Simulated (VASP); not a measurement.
Output of a VASP run:

**OSZICAR**
```
       N       E                     dE             d eps       ncg     rms          rms(c)
DAV:   1     0.132746630058E+03    0.13275E+03   -0.88167E+03   840   0.138E+03
DAV:   2    -0.799353423011E+01   -0.14074E+03   -0.13217E+03   964   0.339E+02
DAV:   3    -0.144961902315E+02   -0.65027E+01   -0.64492E+01  1036   0.755E+01
DAV:   4    -0.147112368931E+02   -0.21505E+00   -0.21475E+00  1212   0.124E+01
DAV:   5    -0.147143427363E+02   -0.31058E-02   -0.31056E-02  1044   0.150E+00    0.872E+00
DAV:   6    -0.129649379991E+02    0.17494E+01   -0.89011E+00   972   0.282E+01    0.355E+00
DAV:   7    -0.129253446924E+02    0.39593E-01   -0.70565E-01  1152   0.841E+00    0.172E+00
DAV:   8    -0.129214350026E+02    0.39097E-02   -0.80026E-02   912   0.324E+00    0.436E-01
DAV:   9    -0.129189247905E+02    0.25102E-02   -0.24442E-02  1056   0.134E+00    0.127E-01
DAV:  10    -0.129192309727E+02   -0.30618E-03   -0.20404E-03   920   0.465E-01    0.277E-02
DAV:  11    -0.129192854544E+02   -0.54482E-04   -0.38379E-04  1152   0.165E-01    0.326E-02
DAV:  12    -0.129192668034E+02    0.18651E-04   -0.75537E-05   976   0.949E-02    0.405E-03
DAV:  13    -0.129192670150E+02   -0.21162E-06   -0.41678E-06  1084   0.211E-02    0.974E-04
DAV:  14    -0.129192668897E+02    0.12533E-06   -0.16595E-07   960   0.419E-03    0.312E-04
DAV:  15    -0.129192669433E+02   -0.53600E-07   -0.23330E-08   488   0.196E-03
   1 F= -.12919267E+02 E0= -.12919267E+02  d E =-.529735E-11
```

File OUTCAR:
```
------------------------ aborting loop because EDIFF is reached ----------------------------------------
  FORCE on cell =-STRESS in cart. coord.  units (eV):
  Direction    XX          YY          ZZ          XY          YZ          ZX
  --------------------------------------------------------------------------------------
  Total        1.2582324      1.2582324      1.2582324     -0.0000000      0.0000000      0.0000000
  in kB       76.0743269     76.0743269     76.0743269     -0.0000000      0.0000000      0.0000000
  external PRESSURE =      76.0743269 kB  Pullay stress =       0.0000000 kB
  volume of cell :       26.50
      direct lattice vectors                 reciprocal lattice vectors
     0.000000000  2.366288968  2.366288968    -0.211301327  0.211301327  0.211301327
     2.366288968  0.000000000  2.366288968     0.211301327 -0.211301327  0.211301327
     2.366288968  2.366288968  0.000000000     0.211301327  0.211301327 -0.211301327
  FREE ENERGIE OF THE ION-ELECTRON SYSTEM (eV)
  ---------------------------------------------------
  free  energy   TOTEN  =       -12.9192669433 eV

  energy  without entropy=      -12.9192669433  energy(sigma->0) =      -12.91926694
```
(Selected blocks of OUTCAR.)

### POSCAR
```
CaO
1
    0.0000000000     2.3662889683     2.3662889683
    2.3662889683     0.0000000000     2.3662889683
    2.3662889683     2.3662889683     0.0000000000
Ca O
1 1
Direct
  0.0000000000   0.0000000000   0.0000000000
  0.5000000000   0.5000000000   0.5000000000
```

Problem. Reconstruct the remaining input files.

Solution. This is not unique; one that fits is the input of the run itself, PW91 GGA, plane waves, VASP's PBE PAW potentials (set 64).

### INCAR
```
ALGO = Normal
EDIFF = 1E-7
ENCUT = 520
GGA = 91
ISIF = 2
ISMEAR = 0
LASPH = .True.
LCHARG = .False.
LREAL = .False.
LWAVE = .False.
NELM = 100
PREC = Accurate
SIGMA = 0.05
SYSTEM = CaO
```

**KPOINTS**
```
Automatic mesh
0
Gamma
9 9 9
0 0 0
```

POTCAR, in this order: Ca_sv O (PBE.64 set). Program: vasp_std.

The compound is CaO in the rock salt structure. This cell is one point of a volume scan, at 0.94 of the reference volume.
